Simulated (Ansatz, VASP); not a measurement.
**AlSn: VASP beside Ansatz**

```xyz
2
Lattice="4.1981 0.0000 0.0000 -2.0991 3.6357 0.0000 0.0000 0.0000 3.3068" Properties=species:S:1:pos:R:3 pbc="T T T"
Al    0.0000    0.0000    0.0000
Sn    0.0000    2.4238    1.6534
```

The cell comes from a database or a generator and needn't be the stable form of this composition.

Alike in both runs: task single point; functional PBE; k mesh 6 × 6 × 6; occupations gaussian, width 0.1 eV; no spin polarisation.

|  | VASP | Ansatz |
| --- | --- | --- |
| version | VASP 6.6.1 | Ansatz 0.2.0 |
| potentials or method | VASP PAW PBE potentials, release 64 (Al, Sn_d) | scalar-relativistic, plane waves, PAW |
| plane-wave cutoff (eV) | 520 | 420 |
| valence electrons in the cell | 17 | 17 |

Ansatz gave:

- gap on the k mesh at the Fermi level (eV): none
- pressure (GPa): -0.4
- largest component of the traceless stress (GPa): 3.46

Question: What did VASP give for the same quantities?

Answer: gap on the k mesh at the Fermi level (eV): none; pressure (GPa): -0.5; largest component of the traceless stress (GPa): 3.46.

A gap of «none» marks a metal or a gap that the smearing closes. The functional is the same, so the differences come from potentials, cutoffs and numerics.
